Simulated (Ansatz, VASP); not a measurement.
**YBiS3 in two plane-wave programs**

One calculation is typed for both programs; each brings its own data sets. How far apart do they land? The cell is generated by rule, not measured, and may not be a known phase. The cell is taken from a series of runs on this material, whose earlier steps may have relaxed, scaled, displaced or heated it; both programs get it as it stands.

Main program and level: Ansatz 0.2.0; plane waves, with VASP 6.6.1 beside it; relaxation of cell and atoms at PBEsol.

### Step 1. The structure

Symmetry: R-3c, No. 167, trigonal system. The conventional cell has a = 7.212 Å, b = 7.212 Å, c = 16.656 Å, α = 90.00°, β = 90.00°, γ = 120.00°. Bi has 3 S at 2.70 Å nearest. Nearest to Y lie 6 S at 2.66 Å. Nearest to S lie 2 Y at 2.66 Å and 1 Bi at 2.70 Å. Farther neighbours and most contacts between anions are not listed.

### Step 2. Ansatz: relaxation of cell and atoms, PBEsol, pair 1

Ansatz runs on its PAW soft_1 files.

The relaxed volume is the usual yardstick between codes: in a stiff, nearly cubic crystal its relative difference is about their pressure difference at one cell divided by the bulk modulus.

File input.yaml:

```yaml
crystal:
  lattice:
    - [3.6061262649, 2.0819979698, 5.5520590504]
    - [-3.6061262649, 2.0819979698, 5.5520590504]
    - [0.0, -4.1639959396, 5.5520590504]
  atoms:
    - { symbol: Bi, position: [0.75, 0.75, 0.75] }
    - { symbol: Bi, position: [0.25, 0.25, 0.25] }
    - { symbol: "Y", position: [0.5, 0.5, 0.5] }
    - { symbol: "Y", position: [0.0, 0.0, 0.0] }
    - { symbol: S, position: [0.3757286618, 0.75, 0.1242713382] }
    - { symbol: S, position: [0.6242713382, 0.25, 0.8757286618] }
    - { symbol: S, position: [0.1242713382, 0.3757286618, 0.75] }
    - { symbol: S, position: [0.8757286618, 0.6242713382, 0.25] }
    - { symbol: S, position: [0.25, 0.8757286618, 0.6242713382] }
    - { symbol: S, position: [0.75, 0.1242713382, 0.3757286618] }
kpoints:
  mp_grid: { grid: [6, 6, 6] }
hamiltonian:
  xc: pbesol
  pseudopotentials: { kind: paw, azcp: { folder: soft_1 }, xc_functional: pbe }
scf:
  occupations: { method: fixed }
output:
  forces: true
  stress: true
  eigenvalues: true
relax:
  adjacent_minimum: "off"
  f_tol: 0.001
  max_steps: 60
  cell: { stress_tol: 0.01 }
```

Launch:

```sh
$ ansatz run input.yaml --threads 8 --pin off --max-ram 16384MiB --backend cpu --events-out ev --progress --plain --runs-dir out
```

Numbers of over 12 decimals in the logs are rounded to 6 here.

Output:

```text
Engine: ansatz 0.2.0, x86_64-unknown-linux-gnu
Pseudopotentials: kind: paw
Pseudopotential: Bi, paw, valence charge 15, recommended cutoff 420 eV (normal), soft_1/Bi.paw.azcp
Pseudopotential: Y, paw, valence charge 11, recommended cutoff 420 eV (normal), soft_1/Y.paw.azcp
Pseudopotential: S, paw, valence charge 6, recommended cutoff 420 eV (normal), soft_1/S.paw.azcp
Functional definition: PBEsol
  exchange = pbesol_x
  correlation = pbesol_c
Crystal: 10 atoms, lattice volume = 250.107 Å³
Basis set: ecut = 420 eV, 4885 PW (Γ), exchange–correlation on 96×96×96 points (8 copies of the dense FFT grid, shifted against one another)
Bands: 54, of which v1, the nominal top of the filled ones, is band 44 counted from 1 (43 counted from 0)
Symmetry: 12 space group operations
Space group: R-3c (ITA 167), of the structure as read, at distance tolerance 6.3e-5 Å
k-points: 32 of 216
Non-local potential: Bi, projectors of the file, l = 0: 2, l = 1: 2, l = 2: 2, l = 3: 1
Non-local potential: Y, projectors of the file, l = 0: 3, l = 1: 2, l = 2: 2, l = 3: 1
Non-local potential: S, projectors of the file, l = 0: 2, l = 1: 2, l = 2: 1
PAW form: soft (Blöchl's): semilocal exchange-correlation on the pseudo side does not see the compensation charge
PAW frozen core: Bi, regenerated for the run's functional, and the local potential with it (the file was generated under x = pbe(κ = 0.804, μ = 0.219515), c = pbe(β = 0.066725))
PAW frozen core: Y, regenerated for the run's functional, and the local potential with it (the file was generated under x = pbe(κ = 0.804, μ = 0.219515), c = pbe(β = 0.066725))
PAW frozen core: S, regenerated for the run's functional, and the local potential with it (the file was generated under x = pbe(κ = 0.804, μ = 0.219515), c = pbe(β = 0.066725))
PAW one-centre angular grid: Bi, 590 points (default); XC on 64 Gauss nodes
PAW one-centre angular grid: Y, 590 points (default); XC on 64 Gauss nodes
PAW one-centre angular grid: S, 110 points (default); XC on 64 Gauss nodes
Initial density: superposition of atomic densities (chi_scale 0.1, normalization cell, long waves kept (reshape's long-wave potential 0.00 eV rms))
Initial wavefunctions: pseudopotential atomic-orbital guess
Functional: x = pbesol(κ = 0.804, μ = 0.123457), c = pbesol(β = 0.046)
SCF iter   1: F=—  HF=-37403.286322 eV  |F-HF|=—  |Δ(HF+E_count)|=         —  Δρ=4.06e-2  dr2=1.44e1  ethr=3.10e-3  ⟨swp⟩=5.1  Hψ=5922  notcnv=0  defer=229
preconditioner: auto → Resta (q_TF=auto, 2.292 Å⁻¹)  ε∞=5.9  [insulator: Δε(μ)=1.329 eV  Ē_g=7.684 eV  n_scr=58 (ndim 8)  ℏωp=16.9 eV  f_vac=0.000  ε∞_Penn≈5.9]
SCF iter   2: F=—  HF=-37399.816430 eV  |F-HF|=—  |Δ(HF+E_count)|=    3.47e0  Δρ=2.09e-2  dr2=3.41e0  ethr=3.10e-3  ⟨swp⟩=3.0  Hψ=2923  notcnv=0  defer=208
SCF iter   3: F=—  HF=-37398.825454 eV  |F-HF|=—  |Δ(HF+E_count)|=   9.91e-1  Δρ=4.43e-3  dr2=5.90e-2  ethr=3.10e-3  ⟨swp⟩=3.0  Hψ=2818  notcnv=0  defer=207
SCF iter   4: F=—  HF=-37398.826072 eV  |F-HF|=—  |Δ(HF+E_count)|=   6.18e-4  Δρ=1.46e-3  dr2=8.80e-3  ethr=6.70e-5  ⟨swp⟩=3.0  Hψ=2591  notcnv=0  defer=256
SCF iter   5: F=—  HF=-37398.826210 eV  |F-HF|=—  |Δ(HF+E_count)|=   1.37e-4  Δρ=4.54e-4  dr2=7.08e-4  ethr=1.00e-5  ⟨swp⟩=2.9  Hψ=2395  notcnv=0  defer=256
SCF iter   6: F=—  HF=-37398.826522 eV  |F-HF|=—  |Δ(HF+E_count)|=   3.12e-4  Δρ=1.01e-4  dr2=3.21e-5  ethr=8.05e-7  ⟨swp⟩=2.7  Hψ=3095  notcnv=0  defer=256
SCF iter   7: F=—  HF=-37398.826374 eV  |F-HF|=—  |Δ(HF+E_count)|=   1.48e-4  Δρ=3.21e-5  dr2=4.60e-6  ethr=3.64e-8  ⟨swp⟩=2.0  Hψ=3068  notcnv=0  defer=191
SCF iter   8: F=—  HF=-37398.826375 eV  |F-HF|=—  |Δ(HF+E_count)|=   7.66e-7  Δρ=6.68e-6  dr2=1.48e-7  ethr=5.22e-9  ⟨swp⟩=2.0  Hψ=2761  notcnv=0  defer=192
SCF iter   9: F=-37398.826375 eV  HF=-37398.826375 eV  |F-HF|=1.31e-9  |Δ(HF+E_count)|=   3.56e-8  Δρ=1.29e-6  dr2=4.73e-9  ethr=1.14e-10  ⟨swp⟩=14.2  Hψ=9617  notcnv=0
SCF 1 converged in 9 iterations: F = -37398.826375 eV  dr2 = 4.73e-9
  greatest PAW one-centre occupation: 0.992 electrons in one spin orbital (limit 2), on the Y atom at site 3 (counted from 0), in its partial waves of l = 0
relax step   1: F+E_penalty+E_count = -37398.82637475 eV  Δ(F+E_penalty+E_count) = +0.000e0 eV  max|allowed force component| = 9.585e-4 eV/Å  Δτ_max = 0.0000 Å  P = -0.001 GPa  Ω = 250.107 Å³  (9 SCF iters, dr2 threshold 1.00e-7 eV, accepted)
Initial density: handed on by an earlier stage of this run
Initial wavefunctions: pseudopotential atomic-orbital guess (no wavefunctions were taken with the density)
iter 1 solved again at ethr=4.03e-7 eV; its pass at ethr=3.10e-3 eV (dr2=3.55e-4 eV) is discarded
SCF iter   1: F=—  HF=-37398.826551 eV  |F-HF|=—  |Δ(HF+E_count)|=         —  Δρ=1.52e-6  dr2=7.68e-9  ethr=4.03e-7  ⟨swp⟩=4.1  Hψ=10844  notcnv=0  defer=256
eigensolver tolerance schedule: the retry pair's looser diagonalisation over-reported the residual by 46164.64 of it (diagonalisation noise at an unbounded share of the residual, at the tolerance the schedule requests for it); recorded, not acted on — ethr = c·dr2/N_el stays at c = 1.0e-1
preconditioner: auto → Resta (q_TF=auto, 2.292 Å⁻¹)  ε∞=5.7  [insulator: Δε(μ)=0.293 eV  Ē_g=7.793 eV  n_scr=58 (ndim 8)  ℏωp=16.9 eV  f_vac=0.000  ε∞_Penn≈5.7]
SCF iter   2: F=—  HF=-37398.826375 eV  |F-HF|=—  |Δ(HF+E_count)|=   1.76e-4  Δρ=9.92e-7  dr2=3.55e-9  ethr=8.73e-12  ⟨swp⟩=4.1  Hψ=4769  notcnv=0  defer=250
SCF iter   3: F=—  HF=-37398.826375 eV  |F-HF|=—  |Δ(HF+E_count)|=  1.67e-10  Δρ=5.88e-7  dr2=1.25e-9  ethr=4.04e-12  ⟨swp⟩=1.0  Hψ=1616  notcnv=0  defer=250
SCF iter   4: F=—  HF=-37398.826375 eV  |F-HF|=—  |Δ(HF+E_count)|=  3.20e-10  Δρ=1.89e-7  dr2=1.20e-10  ethr=1.43e-12  ⟨swp⟩=2.0  Hψ=2219  notcnv=0  defer=250
SCF iter   5: F=—  HF=-37398.826375 eV  |F-HF|=—  |Δ(HF+E_count)|=  7.28e-12  Δρ=1.32e-7  dr2=6.02e-11  ethr=1.00e-12  ⟨swp⟩=1.0  Hψ=1616  notcnv=0  defer=250
SCF iter   6: F=-37398.826375 eV  HF=-37398.826375 eV  |F-HF|=7.28e-12  |Δ(HF+E_count)|=  2.18e-11  Δρ=2.95e-8  dr2=2.59e-12  ethr=1.00e-12  ⟨swp⟩=14.6  Hψ=11635  notcnv=0
SCF 2 converged in 6 iterations: F = -37398.826375 eV  dr2 = 2.59e-12
relax step   2: F+E_penalty+E_count = -37398.82637475 eV  Δ(F+E_penalty+E_count) = +2.183e-11 eV  max|allowed force component| = 9.569e-4 eV/Å  Δτ_max = 0.0000 Å  P = -0.001 GPa  Ω = 250.107 Å³  stress off target by 6.50e-3 GPa  SCF on the basis re-selected at this cell (its energy is not comparable with the rows above)  (6 SCF iters)
basis re-selected at this cell: Δ(F+E_penalty+E_count) = +2.183e-11 eV, ΔP = +0.000 GPa vs the last step (what re-selecting the basis moved, of the pressure what is left beyond the Pulay correction that the steps carried, after the strain that the cell walked since its last selection, with what the two solves' SCF thresholds leave and, on support functions, any second-order correction that the steps lacked; it is no  [...]
SCF converged after 6 iterations
Free energy (F): -37398.826375 eV
Harris-Foulkes:  -37398.826375 eV  (|F-HF|=7.28e-12)
Internal energy: -37398.826375 eV  (E = F + TS)
E sigma→0 (E₀):  -37398.826375 eV
Fermi energy:    7.341715 eV
--- Per-component energies (eV) ---
  E_band       = -503.544084
  E_kinetic    = 1769.422193
  E_local      = -4787.064201  (includes V_loc(G=0)·N_el)
  E_nonlocal   = 1084.577091
  E_hartree    = 1659.879262
  E_xc         = -1187.055735
  E_vxc        = -1171.292826  (∫ρ·V_xc dr)
  E_paw        = -30093.995142  (= ΣΔE_a)
  E_vpaw       = -718.945310  (= ΣTr[D̂ρ^β])
  E_aug_tail   = 0.000442  (compensation charges beyond the density's cutoff)
  E_ewald      = -5845.439116
  E_core_change = 0.848831  (= ΣΔE_core)
  E_smearing   = -0.000000  (= −TS)
  E_closure    = 0.000000  (closes the sum)
  Σ components = -37398.826375   (vs F -37398.826375, Δ=0.00e0)
--- Forces (eV/Å), atoms counted from 1 ---
  atom   1  Bi     0.00000000     0.00000000     0.00000000
  atom   2  Bi    -0.00000000     0.00000000    -0.00000000
  atom   3  Y     -0.00000000    -0.00000000     0.00000000
  atom   4  Y     -0.00000000     0.00000000    -0.00000000
  atom   5  S      0.00047846     0.00082872    -0.00000000
  atom   6  S     -0.00047846    -0.00082872     0.00000000
  atom   7  S     -0.00095692     0.00000000    -0.00000000
  atom   8  S      0.00095692    -0.00000000     0.00000000
  atom   9  S     -0.00047846     0.00082872     0.00000000
  atom  10  S      0.00047846    -0.00082872    -0.00000000
  max |Σ_I F_I| component: 1.04e-17 eV/Å
--- Stress (GPa, compression-positive) ---
        0.002030      -0.000000      -0.000000
       -0.000000       0.002030      -0.000000
       -0.000000      -0.000000      -0.006499
  P = ⅓ Tr σ = -0.0008 GPa (-0.008 kbar)
--- Band table (eV; the first three rows and the last of 32) ---
  k-point 0: bands = [... 40 lower, 6.6205, 6.7476, 6.7634, 7.3417, 8.4448, 9.8418, 9.8851, 9.8851, ... 6 higher]
  k-point 1: bands = [... 40 lower, 6.5896, 6.8977, 7.0748, 7.1474, 8.3397, 9.6330, 9.7083, 9.9627, ... 6 higher]
  k-point 2: bands = [... 40 lower, 6.5608, 6.6914, 6.9620, 7.0625, 8.2376, 9.1073, 9.4367, 9.7175, ... 6 higher]
  k-point 31: bands = [... 40 lower, 6.2504, 6.2504, 6.7436, 6.7436, 7.7315, 7.7315, 9.9931, 9.9931, ... 6 higher]
--- Relaxed structure (1 steps of the walk, 1 accepted, 1 SCFs on fresh bases) ---
  F+E_penalty+E_count = -37398.82637475 eV   max|allowed force component| = 9.569e-4 eV/Å   (the final SCF, on the basis selected at the relaxed cell)
  cell:  # Å, volume = 250.1074 Å³
    - [3.606126, 2.081998, 5.5520590504]
    - [-3.606126, 2.081998, 5.5520590504]
    - [0.0, -4.163996, 5.5520590504]
  atoms:
    - { symbol: Bi, position: [0.750000, 0.750000, 0.750000] }
    - { symbol: Bi, position: [0.250000, 0.250000, 0.250000] }
    - { symbol: Y, position: [0.500000, 0.500000, 0.500000] }
    - { symbol: Y, position: [0.0, 0.0, 0.0] }
    - { symbol: S, position: [0.3757286618, 0.75, 0.124271] }
    - { symbol: S, position: [0.624271, 0.250000, 0.875729] }
    - { symbol: S, position: [0.124271, 0.375729, 0.750000] }
    - { symbol: S, position: [0.875729, 0.6242713382, 0.250000] }
    - { symbol: S, position: [0.250000, 0.875729, 0.624271] }
    - { symbol: S, position: [0.75, 0.124271, 0.375729] }
```

In the SCF lines HF is the Harris–Foulkes energy and dr2 the Hartree energy of the density residual, in eV; the loop may stop once dr2 is under the threshold and the program's other checks hold. Hψ counts applications of the Hamiltonian.

(Continued in part 2 of 3.)

[Lines on the potential files, build, host, timing and source positions are cut from VASP's logs without a mark.]

[Logs are printed without paths, hosts, clocks, repeated set-up lines and the standing remarks that a program may print on its own settings, such as how far it seeks lower states.]

[Hosts, paths, dates, database ids (printed as entryN), source tags and the programs' standing remarks are cut or masked in the printed files.]
